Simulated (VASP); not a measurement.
## SiC: GW quasiparticle gap

How does the gap of SiC change from the starting functional to GW? The cell has space group P6_3mc, a computed entry that need not be the common form of this compound. The start is a computed cell from the Materials Project.

Program: VASP 6.6.1. Level of theory: PBE; plane waves and PAW (Si_GW, C_GW), in the first sound run; inputs show where later runs differ. Results are calculated unless marked as measured.

## 1. The starting structure

Symmetry: P6_3mc, No. 186, hexagonal system. The conventional cell has a = 3.076 Å, b = 3.076 Å, c = 10.071 Å, α = 90.00°, β = 90.00°, γ = 120.00°. Nearest to Si lie 4 C at 1.88 to 1.89 Å. Si has 4 C at 1.88 to 1.89 Å nearest. Nearest to C lie 4 Si at 1.88 to 1.89 Å. Nearest to C lie 4 Si at 1.88 to 1.89 Å. Farther neighbours are not listed.

Coordinates:

```cif
data_structure
_symmetry_space_group_name_H-M 'P6_3mc'
_symmetry_Int_Tables_number 186
_cell_length_a 3.0757
_cell_length_b 3.0757
_cell_length_c 10.0706
_cell_angle_alpha 90.000
_cell_angle_beta 90.000
_cell_angle_gamma 120.000
_cell_volume 82.50
loop_
_atom_site_label
_atom_site_type_symbol
_atom_site_symmetry_multiplicity
_atom_site_Wyckoff_symbol
_atom_site_fract_x
_atom_site_fract_y
_atom_site_fract_z
_atom_site_occupancy
Si1 Si 2 b 0.66667 0.33333 0.93784 1
Si2 Si 2 a 0.00000 0.00000 0.68789 1
C1 C 2 b 0.66667 0.33333 0.74980 1
C2 C 2 a 0.00000 0.00000 0.50046 1
```

## 2. Ground state

The orbitals come from a self-consistent PBE run with a tight EDIFF and a narrow smearing. KPOINTS_OPT adds the bands along a path, which shows whether the mesh holds the band edges.

Contents of INCAR:

```
SYSTEM = SiC
PREC = Accurate
ENCUT = 440
EDIFF = 1E-08
NELM = 100
ISMEAR = 0
SIGMA = 0.01
LREAL = .FALSE.
ALGO = Normal
GGA = PE
NBANDS = 24
LORBIT = 11
LWAVE = .TRUE.
LCHARG = .FALSE.
KPAR = 8
```

Contents of POSCAR:

```
SiC
1.0
    3.0756941497      0.0000000000      0.0000000000
   -1.5378470748      2.6636292679      0.0000000000
    0.0000000000      0.0000000000     10.0706464800
Si C
4 4
Direct
    0.6666666700      0.3333333300      0.9378419800
    0.3333333300      0.6666666700      0.4378419800
    0.0000000000      0.0000000000      0.6878943800
    0.0000000000      0.0000000000      0.1878943800
    0.6666666700      0.3333333300      0.7498025900
    0.3333333300      0.6666666700      0.2498025900
    0.0000000000      0.0000000000      0.5004600500
    0.0000000000      0.0000000000      0.0004600500
```

Contents of KPOINTS:

```
Automatic mesh
0
Gamma
6 6 2
0 0 0
```

Contents of KPOINTS_OPT:

```
Line mode
8
Line-mode
Reciprocal
  0.00000000   0.00000000   0.00000000 GAMMA
  0.50000000   0.00000000   0.00000000 M

  0.50000000   0.00000000   0.00000000 M
  0.33333333   0.33333333   0.00000000 K

  0.33333333   0.33333333   0.00000000 K
  0.00000000   0.00000000   0.00000000 GAMMA

  0.00000000   0.00000000   0.00000000 GAMMA
  0.00000000   0.00000000   0.50000000 A

  0.00000000   0.00000000   0.50000000 A
  0.50000000   0.00000000   0.50000000 L

  0.50000000   0.00000000   0.50000000 L
  0.33333333   0.33333333   0.50000000 H

  0.33333333   0.33333333   0.50000000 H
  0.00000000   0.00000000   0.50000000 A

  0.50000000   0.00000000   0.50000000 L
  0.50000000   0.00000000   0.00000000 M

  0.33333333   0.33333333   0.00000000 K
  0.33333333   0.33333333   0.50000000 H
```

The projector-augmented-wave data sets are Si_GW and C_GW (PBE family, release 64).

Run with:

```sh
$ mpirun -np 8 vasp_std
```

Output:

```text
[banner, memory and clock lines left out]
running    8 mpi-ranks, on    1 nodes
 distrk:  each k-point on    1 cores,    8 groups
 distr:  one band on    1 cores,    1 groups

 POSCAR found type information on POSCAR SiC
 POSCAR found :  2 types and       8 ions
|                                                                             |
|           W    W    AA    RRRRR   N    N  II  N    N   GGGG   !!!           |
|           W    W   A  A   R    R  NN   N  II  NN   N  G    G  !!!           |
|           W    W  A    A  R    R  N N  N  II  N N  N  G       !!!           |
|           W WW W  AAAAAA  RRRRR   N  N N  II  N  N N  G  GGG   !            |
|           WW  WW  A    A  R   R   N   NN  II  N   NN  G    G                |
|           W    W  A    A  R    R  N    N  II  N    N   GGGG   !!!           |
|                                                                             |
|     For optimal performance we recommend to set                             |
|       NCORE = 2 up to number-of-cores-per-socket                            |
|     NCORE specifies how many cores store one orbital (NPAR=cpu/NCORE).      |
|     This setting can greatly improve the performance of VASP for DFT.       |
|     The default, NCORE=1 might be grossly inefficient on modern             |
|     multi-core architectures or massively parallel machines. Do your        |
|     Unfortunately you need to use the default for GW and RPA                |
|     calculations (for HF NCORE is supported but not extensively tested      |
|     yet).                                                                   |
|                                                                             |

 LDA part: xc-table for (Slater+PW92), standard interpolation
 POSCAR, INCAR and KPOINTS ok, starting setup
 FFT: planning ... GRIDC
 FFT: planning ... GRID_SOFT
 FFT: planning ... GRID
 WAVECAR not read
 entering main loop
       N       E                     dE             d eps       ncg     rms          rms(c)
DAV:   1     0.713513961403E+02    0.71351E+02   -0.13508E+04   888   0.111E+03
DAV:   2    -0.598913213843E+02   -0.13124E+03   -0.11961E+03  1072   0.239E+02
DAV:   3    -0.672816580528E+02   -0.73903E+01   -0.72832E+01   944   0.581E+01
DAV:   4    -0.676859809837E+02   -0.40432E+00   -0.40338E+00  1080   0.164E+01
DAV:   5    -0.676963576534E+02   -0.10377E-01   -0.10366E-01   984   0.233E+00    0.140E+01
DAV:   6    -0.603152818954E+02    0.73811E+01   -0.20652E+01   960   0.272E+01    0.434E+00
DAV:   7    -0.602009492417E+02    0.11433E+00   -0.31997E+00  1128   0.118E+01    0.241E+00
DAV:   8    -0.601716510657E+02    0.29298E-01   -0.34537E-01   984   0.475E+00    0.704E-01
DAV:   9    -0.601522904233E+02    0.19361E-01   -0.60009E-02   960   0.157E+00    0.147E-01
DAV:  10    -0.601531557950E+02   -0.86537E-03   -0.16364E-02  1064   0.717E-01    0.132E-01
DAV:  11    -0.601527785148E+02    0.37728E-03   -0.15903E-03   992   0.266E-01    0.289E-02
DAV:  12    -0.601527736828E+02    0.48320E-05   -0.15981E-04  1064   0.907E-02    0.106E-02
DAV:  13    -0.601527720638E+02    0.16190E-05   -0.16994E-05  1104   0.245E-02    0.905E-04
DAV:  14    -0.601527724967E+02   -0.43290E-06   -0.60465E-07   864   0.538E-03    0.455E-04
DAV:  15    -0.601527724660E+02    0.30694E-07   -0.54535E-08   952   0.183E-03    0.536E-04
DAV:  16    -0.601527724163E+02    0.49690E-07   -0.25438E-08   712   0.116E-03    0.153E-04
DAV:  17    -0.601527724072E+02    0.91395E-08   -0.55544E-09   672   0.775E-04
   1 F= -.60152772E+02 E0= -.60152772E+02  d E =-.125121E-15
 Start KPOINTS_OPT (optional k-point list driver)
k-point batch [1-14\72]
       N       E                     dE             ncg
DAV:   1     0.269003235780E+04   -0.86958E+04      896
DAV:   2     0.999381352361E+03   -0.16907E+04     1064
DAV:   3     0.899116369675E+03   -0.10026E+03      936
DAV:   4     0.893279878450E+03   -0.58365E+01     1064
DAV:   5     0.893094989525E+03   -0.18489E+00      952
DAV:   6     0.893083876827E+03   -0.11113E-01     1160
DAV:   7     0.893083806734E+03   -0.70093E-04      944
DAV:   8     0.893083804103E+03   -0.26313E-05     1104
DAV:   9     0.893083804037E+03   -0.65989E-07      848
DAV:  10     0.893083804031E+03   -0.57613E-08      656
[...]
k-point batch [71-72\72]
       N       E                     dE             ncg
DAV:   1     0.151844103560E+05   -0.22180E+04      128
DAV:   2     0.149583769926E+05   -0.22603E+03      128
DAV:   3     0.149482484119E+05   -0.10129E+02      128
DAV:   4     0.149476299882E+05   -0.61842E+00      184
DAV:   5     0.149476254210E+05   -0.45673E-02      128
DAV:   6     0.149476250341E+05   -0.38684E-03      176
DAV:   7     0.149476250313E+05   -0.28525E-05      128
DAV:   8     0.149476250311E+05   -0.17689E-06      168
DAV:   9     0.149476250311E+05   -0.22537E-08      104
 writing wavefunctions
```

Elapsed: 13 s, on 8 MPI ranks of Intel Xeon 6975P-C (Granite Rapids), shared host; peak memory 1.8 GiB; 84 s of CPU time.

Lines that name or quote the potential files are left out of all logs, and their timing lines are given in words.

From OUTCAR (step 2):

```text
ion  position               nearest neighbor table
   1  0.667  0.333  0.938-   8 1.88   8 1.88   8 1.88   5 1.89   3 3.08   3 3.08   3 3.08   4 3.08
                             4 3.08   4 3.08
   2  0.333  0.667  0.438-   7 1.88   7 1.88   7 1.88   6 1.89   4 3.08   4 3.08   4 3.08   3 3.08
                             3 3.08   3 3.08
   3  0.000  0.000  0.688-   5 1.88   5 1.88   5 1.88   7 1.89   1 3.08   1 3.08   1 3.08   2 3.08
                             2 3.08   2 3.08
   4  0.000  0.000  0.188-   6 1.88   6 1.88   6 1.88   8 1.89   2 3.08   2 3.08   2 3.08   1 3.08
                             1 3.08   1 3.08
   5  0.667  0.333  0.750-   3 1.88   3 1.88   3 1.88   1 1.89
   6  0.333  0.667  0.250-   4 1.88   4 1.88   4 1.88   2 1.89
   7  0.000  0.000  0.500-   2 1.88   2 1.88   2 1.88   3 1.89
   8  0.000  0.000  0.000-   1 1.88   1 1.88   1 1.88   4 1.89

  LATTYP: Found a hexagonal cell.
 ALAT       =     3.0756941497
 C/A-ratio  =     3.2742678530

 Subroutine GETGRP returns: Found 12 space group operations
 (whereof  6 operations were pure point group operations)

The static configuration has the point symmetry C_3v.
 The point group associated with its full space group is C_6v.

 Found     14 irreducible k-points:

   k-points           NKPTS =     14   k-points in BZ     NKDIM =     14   number of bands    NBANDS=     24

   dimension x,y,z NGX =    24 NGY =   24 NGZ =   70
   dimension x,y,z NGXF=    48 NGYF=   48 NGZF=  140

   ENCUT  =  440.0 eV  32.34 Ry    5.69 a.u.   5.26  5.26 17.22*2*pi/ulx,y,z

   NELECT =      32.0000    total number of electrons

 k-points in reciprocal lattice and weights: Automatic mesh
   0.00000000  0.00000000  0.00000000       0.014
   0.16666667 -0.00000000  0.00000000       0.083
   0.33333333  0.00000000  0.00000000       0.083
   0.50000000  0.00000000  0.00000000       0.042
   0.16666667  0.16666667  0.00000000       0.083
   0.33333333  0.16666667  0.00000000       0.167
   0.33333333  0.33333333  0.00000000       0.028
   0.00000000  0.00000000  0.50000000       0.014
   0.16666667 -0.00000000  0.50000000       0.083
[...]
0.33333333  0.16666667  0.50000000       0.167
   0.33333333  0.33333333  0.50000000       0.028

 average (electrostatic) potential at core
       1 -64.1542       2 -64.1542       3 -64.1102       4 -64.1102       5 -45.0525
       6 -45.0525       7 -45.1151       8 -45.1151

 E-fermi :   7.9324

 k-point     1 :       0.0000    0.0000    0.0000
  band No.  band energies     occupation
    ...
     12       7.2952      2.00000
     13       7.2952      2.00000
     14       7.8261      2.00000
     15       7.8796      2.00000
     16       7.8796      2.00000
     17      12.9845      0.00000
     18      13.5644      0.00000
     19      14.1903      0.00000
     20      14.2088      0.00000
     21      14.8627      0.00000
    ...

 k-point     2 :       0.1667   -0.0000    0.0000
  band No.  band energies     occupation
    ...
     12       6.3476      2.00000
     13       6.6516      2.00000
     14       6.7134      2.00000
     15       7.4927      2.00000
     16       7.6326      2.00000
     17      12.6556      0.00000
     18      13.3439      0.00000
     19      13.6204      0.00000
     20      14.6950      0.00000
     21      15.0347      0.00000
    ...

 k-point     3 :       0.3333    0.0000    0.0000
  band No.  band energies     occupation
    ...
     12       5.2453      2.00000
     13       5.8257      2.00000
     14       5.8581      2.00000
     15       6.5070      2.00000
     16       7.0353      2.00000
     17      10.8813      0.00000
     18      11.1179      0.00000
     19      12.4266      0.00000
     20      13.3823      0.00000
     21      13.7433      0.00000
    ...

  Total        1.4900724      1.4900724      1.3502662      0.0000000     -0.0000000      0.0000000
  in kB       28.9363457     28.9363457     26.2213894      0.0000000     -0.0000000      0.0000000
  external PRESSURE =      28.0313603 kB  Pullay stress =       0.0000000 kB

  energy-cutoff  :      440.00
  volume of cell :       82.50
      direct lattice vectors                 reciprocal lattice vectors
     3.075694150  0.000000000  0.000000000     0.325129857  0.187713811  0.000000000
    -1.537847075  2.663629268  0.000000000     0.000000000  0.375427621  0.000000000
     0.000000000  0.000000000 10.070646480     0.000000000  0.000000000  0.099298491

 POSITION                                       TOTAL-FORCE (eV/Angst)
 -----------------------------------------------------------------------------------
      1.53785      0.88788      9.44468        -0.000000      0.000000      0.000301
     -0.00000      1.77575      4.40935         0.000000     -0.000000      0.000301
      0.00000      0.00000      6.92754         0.000000      0.000000      0.005579
      0.00000      0.00000      1.89222         0.000000     -0.000000      0.005579
      1.53785      0.88788      7.55100        -0.000000      0.000000     -0.001103
     -0.00000      1.77575      2.51567         0.000000     -0.000000     -0.001103
      0.00000      0.00000      5.03996         0.000000      0.000000     -0.004777
      0.00000      0.00000      0.00463         0.000000     -0.000000     -0.004777
 -----------------------------------------------------------------------------------
    total drift:                               -0.000000     -0.000000     -0.000019

  FREE ENERGIE OF THE ION-ELECTRON SYSTEM (eV)
  ---------------------------------------------------
  free  energy   TOTEN  =       -60.1527724072 eV

  energy  without entropy=      -60.1527724072  energy(sigma->0) =      -60.15277241

 total charge
# of ion       s       p       d       tot
------------------------------------------
    1        0.688   0.950   0.210   1.849
    2        0.688   0.950   0.210   1.849
    3        0.689   0.949   0.213   1.851
    4        0.689   0.949   0.213   1.851
    5        0.814   1.684   0.000   2.499
    6        0.814   1.684   0.000   2.499
    7        0.814   1.682   0.000   2.497
    8        0.814   1.682   0.000   2.497
--------------------------------------------------
tot          6.012  10.531   0.846  17.389

[... 3 further parts left out ...]
```

Numbers from this step:

```yaml
free_energy_toten: -60.1528 eV
fermi_energy: 7.932 eV
pressure: 2.803 GPa
least_gap_on_mesh_and_path: 2.219 eV
least_direct_gap_on_mesh_and_path: 3.342 eV
```

The highest empty bands on the path are converged less tightly, to about 0.1 eV. Electronic bands along the path, in eV, zero at the valence-band top; v1 is the highest filled band, c1 the lowest empty one:

```csv
point,v4,v3,v2,v1,c1,c2,c3,c4
Γ,-0.58,-0.05,0.00,0.00,5.10,5.68,6.31,6.33
0.43 of the way,-1.48,-1.43,-0.62,-0.41,4.19,4.80,5.35,6.49
M,-2.37,-2.23,-1.58,-1.12,2.22,2.35,4.22,4.75
0.43 of the way,-3.15,-2.26,-1.89,-1.83,2.97,3.71,4.88,5.76
K,-4.00,-2.88,-2.88,-1.67,3.97,3.97,5.18,5.59
0.43 of the way,-2.55,-2.42,-2.01,-1.24,4.27,4.85,5.07,6.48
Γ,-0.58,-0.05,0.00,0.00,5.10,5.68,6.31,6.33
0.57 of the way,-0.38,-0.38,-0.07,-0.07,5.18,5.50,6.56,6.64
A,-0.21,-0.21,-0.21,-0.21,5.31,5.31,6.78,6.78
0.57 of the way,-1.39,-1.39,-1.07,-1.07,3.60,3.60,5.27,5.27
L,-2.51,-2.51,-1.56,-1.56,2.64,2.64,4.21,4.21
0.57 of the way,-3.23,-3.23,-2.09,-2.09,3.52,3.52,5.83,5.83
H,-2.76,-2.76,-2.46,-2.46,3.23,3.23,6.68,6.68
0.57 of the way,-1.72,-1.72,-0.95,-0.95,5.12,5.12,5.67,5.67
A,-0.21,-0.21,-0.21,-0.21,5.31,5.31,6.78,6.78
jump to L,-2.51,-2.51,-1.56,-1.56,2.64,2.64,4.21,4.21
0.43 of the way,-2.55,-1.98,-1.90,-1.28,2.49,2.51,4.00,4.73
M,-2.37,-2.23,-1.58,-1.12,2.22,2.35,4.22,4.75
jump to K,-4.00,-2.88,-2.88,-1.67,3.97,3.97,5.18,5.59
0.57 of the way,-3.48,-2.60,-2.60,-2.09,3.47,3.47,5.74,6.30
H,-2.76,-2.76,-2.46,-2.46,3.23,3.23,6.68,6.68
```

Of the projections kept (Si, C), the largest for each band there; the rest of the weight can lie on other orbitals:

```csv
point,v4,v3,v2,v1,c1,c2,c3,c4
Γ,C 0.70,C 0.74,C 0.75,C 0.75,Si 0.64,Si 0.66,C 0.75,Si 0.66
M,C 0.60,C 0.63,C 0.64,C 0.67,Si 0.62,Si 0.77,Si 0.84,Si 0.74
K,C 0.54,C 0.57,C 0.57,C 0.63,Si 0.59,Si 0.59,Si 0.76,Si 0.66
Γ,C 0.70,C 0.74,C 0.75,C 0.75,Si 0.64,Si 0.66,C 0.75,Si 0.66
A,C 0.73,C 0.73,C 0.73,C 0.73,Si 0.65,Si 0.65,C 0.51,Si 0.51
L,C 0.59,C 0.59,C 0.64,C 0.64,Si 0.69,Si 0.69,Si 0.71,Si 0.71
```

The cell has a gap of 2.22 eV on mesh and path and a pressure of +2.8 GPa, which holds the misfit of the given cell and coordinates with this functional, and any error of cutoff, mesh and data sets.

(Continued in part 2 of 3.)

[Lines on the potential files, build, host, timing and source positions are cut from VASP's logs without a mark.]

[Logs are printed without paths, hosts, clocks, repeated set-up lines and the standing remarks that a program may print on its own settings, such as how far it seeks lower states.]

[Hosts, paths, dates, database ids (printed as entryN), source tags and the programs' standing remarks are cut or masked in the printed files.]

[Pressures printed for these runs are not shown converged in the cutoff: they can be off by several GPa and have the wrong sign.]
